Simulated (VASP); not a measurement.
```
CELL_PARAMETERS angstrom
     -1.63710     1.63710     3.99330
      1.63710    -1.63710     3.99330
      1.63710     1.63710    -3.99330
ATOMIC_POSITIONS crystal
  Si 0.66500 0.66500 0.00000
  Si 0.33500 0.33500 0.00000
  W  0.00000 0.00000 0.00000
```
Cell charge -0.1.

These are PBE GGA, VASP's PBE PAW potentials (set 64) (plane waves; VASP 6.6.1) values and carry that method's errors. Settings: NELECT = 22.1, 400 eV cut-off, 12×12×12 Γ-centred mesh, Gaussian smearing of 0.050 eV, potentials Si W_sv.

The cell is charged, with a uniform compensating background. Unless said otherwise, spin-orbit coupling is left out, though it shifts the bands of the heavy elements here.

Estimate the energy per atom (σ→0), pressure, largest force, band gap (on the k-mesh) with the smallest direct gap where there is one.

The band gap (on the k-mesh) is none (metal, semimetal or under 0.01 eV) and the energy per atom (σ→0) comes out as -760.1 kJ/mol-atom. The pressure is -3.03 GPa and the largest force is 0.052 eV/Å.

The absolute energy has meaning only against runs of the same code, potentials and settings.

The compound is WSi2 in the MoSi2 type structure. The cell was not relaxed at this level. The run is one of a series of settings (ISMEAR = 0, NELECT = 22.1, SIGMA = 0.05 against the base run), some of them coarse on purpose.
